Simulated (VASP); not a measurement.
Data:

```
ZnO
1.0
    1.62692    -2.81790     0.00000
    1.62692     2.81790     0.00000
    0.00000     0.00000     5.21469
Zn O
2 2
Direct
  0.66667   0.33333   0.50027
  0.33333   0.66667   0.00027
  0.66667   0.33333   0.88173
  0.33333   0.66667   0.38173
```

These are revTPSS meta-GGA, VASP's PBE PAW potentials (set 64) (plane waves; VASP 6.6.1) values and carry that method's errors. Settings: 520 eV cut-off, 9×9×5 Γ-centred mesh, tetrahedra with Blöchl corrections, potentials Zn O.

**Question.** Predict the energy per atom (σ→0), band gap (over mesh and band path) with the smallest direct gap where there is one.

**Answer.** 
```yaml
band gap (over mesh and band path): 0.69 eV
smallest direct gap (over mesh and band path): 0.69 eV
energy per atom (σ→0): -2.685 eV/atom
```

The compound is ZnO in the wurtzite structure. It was relaxed first.
